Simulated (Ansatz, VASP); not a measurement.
# Sb (antimonene, 1 layer) in two plane-wave programs, part 2 of 2

One calculation is typed for both programs; each brings its own data sets. How far apart do they land? Of the first pair: The structure shown is the start of the Ansatz relaxation below; VASP solves that cell, so the two are compared at the walk's first step.

VASP 6.6.1 and Ansatz 0.2.0.

So far: The structure; Ansatz: relaxation, PBE; VASP: single point, PBE, start cell, pair 1.

## (4) Comparison

Known differences besides the potentials themselves: the data sets hold 30 valence electrons in Ansatz (on its default PAW (the set named soft_2) files) and 10 in VASP; the cutoff is 420 eV in Ansatz and 400 eV in VASP. Total energies have different zeros and are not compared.

Forces (eV/Å; atoms numbered as in POSCAR):

```
atom        Ansatz x, y, z          VASP x, y, z
 Sb1   0.000, 0.000, 0.132   0.000, 0.000, 0.053
 Sb2  0.000, 0.000, -0.132  0.000, 0.000, -0.053
```

The forces differ by 46 meV/Å r.m.s., which is 148.2 % of the r.m.s. force of 0.031 eV/Å (both taken over all components). With vacuum in the cell, a pressure given here is an average over mostly empty space and none of the material.

## (5) What the set-up changes

Further runs change the set-up of one program: Ansatz's method, potentials or start, or VASP's data sets, cutoff or form of LDA. The table gives that difference for each run.

```
                            run  r.m.s. force difference (meV/Å)
                       as above                               46
VASP with the data sets Sb_d_GW                              2.3
```

## (6) Ansatz: relaxation, PBE

This run makes the geometry at which the two programs are then compared.

The structure compared here is the end of the Ansatz relaxation.

input.yaml reads:

```yaml
crystal:
  lattice:
    - [4.12, 0.0, 0.0]
    - [-2.06, 3.5680246636, 0.0]
    - [0.0, 0.0, 18.65]
  atoms:
    - { symbol: Sb, position: [0.6666666667, 0.3333333333, 0.4557640751] }
    - { symbol: Sb, position: [0.3333333333, 0.6666666667, 0.5442359249] }
kpoints:
  mp_grid: { grid: [12, 12, 1] }
hamiltonian:
  xc: pbe
scf:
  occupations: { method: fermi_dirac, width: 0.05 }
  convergence: { dr2_threshold: 1.0e-08 }
efield:
  axis: 3
  dipole_correction: true
  ramp_position: 0.97
  ramp_width: 0.04
relax:
  f_tol: 0.01
  cell: { fix: [c, alpha, beta] }
output:
  write_potential: true
  write_density: true
  volumetric_format: npy
```

Launch:

```sh
$ ansatz run input.yaml --threads 4 --pin off --max-ram 8192MiB --backend cpu --events-out ev --progress --plain --runs-dir out
```

Numbers of over 12 decimals in the logs are rounded to 6 here.

The log of the run:

```text
[...]
Crystal: 2 atoms, lattice volume = 274.160 Å³
Basis set: ecut = 420 eV, 5283 PW (Γ), exchange–correlation on 60×60×250 points (8 copies of the dense FFT grid, shifted against one another)
[...]
--- Relaxed structure (3 steps of the walk, 2 accepted, 1 SCFs on fresh bases) ---
[...]
cell:  # Å, volume = 274.4689 Å³
    - [4.122321, 0.0, 0]
    - [-2.061161, 3.570035, 0]
    - [0, 0, 18.65]
  atoms:
    - { symbol: Sb, position: [0.666667, 0.333333, 0.456187] }
    - { symbol: Sb, position: [0.333333, 0.666667, 0.543813] }
[key lines of the parts left out:]
SCF converged after 3 iterations
Free energy (F): -12968.823098 eV
Fermi energy:    -1.091218 eV
Dipole field:    D = -0.000002 V/Å  (p = -0.000002 e·Å, saw-weighted, corrected)
Work function:   Φ+ = 4.2198 eV   Φ− = 4.2198 eV
P = ⅓ Tr σ = -0.0022 GPa (-0.022 kbar)
```

## (7) VASP: single point, PBE, relaxed cell, pair 2

The same cell, functional, mesh and smearing now go to VASP, with its own data sets.

INCAR reads:

```
SYSTEM = Sb
PREC = Accurate
ENCUT = 500
EDIFF = 1E-06
NELM = 120
ISMEAR = -1
SIGMA = 0.05
LREAL = .FALSE.
ALGO = Normal
GGA = PE
NBANDS = 11
LORBIT = 11
LWAVE = .FALSE.
LCHARG = .FALSE.
ISIF = 2
LDIPOL = .TRUE.
IDIPOL = 3
DIPOL = 0.5 0.5 0.5
LVHAR = .TRUE.
LASPH = .TRUE.
GGA_COMPAT = .FALSE.
EFERMI = MIDGAP
NELMDL = -8
```

POSCAR reads:

```
Sb
1.0
    4.1223211836      0.0000000000      0.0000000000
   -2.0611605918      3.5700348675      0.0000000000
    0.0000000000      0.0000000000     18.6500000000
Sb
2
Direct
    0.6666666666      0.3333333332      0.4561869118
    0.3333333332      0.6666666666      0.5438130882
```

KPOINTS reads:

```
Automatic mesh
0
Gamma
12 12 1
0 0 0
```

The projector-augmented-wave data sets are Sb (PBE family, release 64).

Launch:

```sh
$ mpirun -np 1 vasp_std
```

The log of the run:

```text
[... set-up lines as in an earlier step ...]
 entering main loop
       N       E                     dE             d eps       ncg     rms          rms(c)
DAV:   1     0.524174896924E+02    0.52417E+02   -0.26290E+03   418   0.563E+02
DAV:   2    -0.309809932860E+01   -0.55516E+02   -0.51608E+02   632   0.921E+01
DAV:   3    -0.805821382646E+01   -0.49601E+01   -0.49283E+01   606   0.339E+01
DAV:   4    -0.814738252549E+01   -0.89169E-01   -0.89132E-01   504   0.539E+00
[...]
DAV:  19    -0.810646967473E+01   -0.10050E-04   -0.35583E-07   472   0.171E-03    0.509E-04
DAV:  20    -0.810647497251E+01   -0.52978E-05   -0.30485E-07   457   0.130E-03    0.286E-04
DAV:  21    -0.810647596765E+01   -0.99514E-06   -0.24411E-08   433   0.440E-04
   1 F= -.81064760E+01 E0= -.81064759E+01  d E =-.161137E-06
```

From OUTCAR (step 7):

```text
  Total        0.0294593      0.0294593      0.1313090      0.0000000      0.0000000     -0.0000000
  in kB        0.1719649      0.1719649      0.7664996      0.0000000      0.0000000     -0.0000000
  external PRESSURE =       0.3701432 kB  Pullay stress =       0.0000000 kB

 POSITION                                       TOTAL-FORCE (eV/Angst)
 -----------------------------------------------------------------------------------
      2.06116      1.19001      8.50789         0.000000      0.000000     -0.081601
     -0.00000      2.38002     10.14211        -0.000000      0.000000      0.081601
 -----------------------------------------------------------------------------------
    total drift:                                0.000000      0.000000      0.000000

  FREE ENERGIE OF THE ION-ELECTRON SYSTEM (eV)
  ---------------------------------------------------
  free  energy   TOTEN  =        -8.1064759676 eV

  energy  without entropy=       -8.1064758065  energy(sigma->0) =       -8.10647589

[... 1 part as in an earlier step ...]

[... 2 further parts left out ...]
[key lines of the parts left out:]
E-fermi :  -1.7389
```

## (8) Differences

What differs besides the data sets and the points named for the pairs above, as far as they apply: the data sets hold 30 valence electrons in Ansatz (on its default PAW (the set named soft_2) files) and 10 in VASP; the cutoff is 420 eV in Ansatz and 500 eV in VASP; Ansatz's pressure holds a Pulay correction, VASP's none. Total energies have different zeros and are not compared.

The two programs side by side:

```
              quantity  Ansatz   VASP  difference
        pressure (GPa)    0.00   0.04       -0.04
gap on the k mesh (eV)   1.310  1.315      -0.006
```

Forces (eV/Å; atoms numbered as in POSCAR):

```
atom        Ansatz x, y, z          VASP x, y, z
 Sb1   0.000, 0.000, 0.002  0.000, 0.000, -0.082
 Sb2  0.000, 0.000, -0.002   0.000, 0.000, 0.082
```

The forces differ by 48 meV/Å r.m.s., where the r.m.s. force is 0.001 eV/Å in Ansatz and 0.047 eV/Å in VASP: the atoms lie near their places of rest in Ansatz, so a percentage would say little (all taken over all components). A gap on the mesh is an upper bound, since the band edges may lie between its points. With vacuum in the cell, a pressure given here is an average over mostly empty space and none of the material.

## (9) Results

| Quantity | Value |
| --- | --- |
| r.m.s. force difference (single point, PBE, start cell, pair 1) | 46 meV/Å |
| r.m.s. force difference (single point, PBE, relaxed cell, pair 2) | 48 meV/Å |

The r.m.s. force difference is 48 meV/Å (single point, PBE, relaxed cell, pair 2), beyond the 12 meV/Å picked in this series as the mark of a large difference. The data sets hold unlike numbers of valence electrons (30 in Ansatz and 10 in VASP), so part of the differences comes from the potentials. Single point, PBE, start cell, pair 1, VASP with the data sets Sb_d_GW: r.m.s. force difference goes from 46 to 2.3 meV/Å. What causes the difference of the single point, PBE, relaxed cell, pair 2 pair stays open here. How closely two codes agree says nothing of how well the functional describes the real material.

[Lines on the potential files, build, host, timing and source positions are cut from VASP's logs without a mark.]

[Logs are printed without paths, hosts, clocks, repeated set-up lines and the standing remarks that a program may print on its own settings, such as how far it seeks lower states.]

[Hosts, paths, dates, database ids (printed as entryN), source tags and the programs' standing remarks are cut or masked in the printed files.]
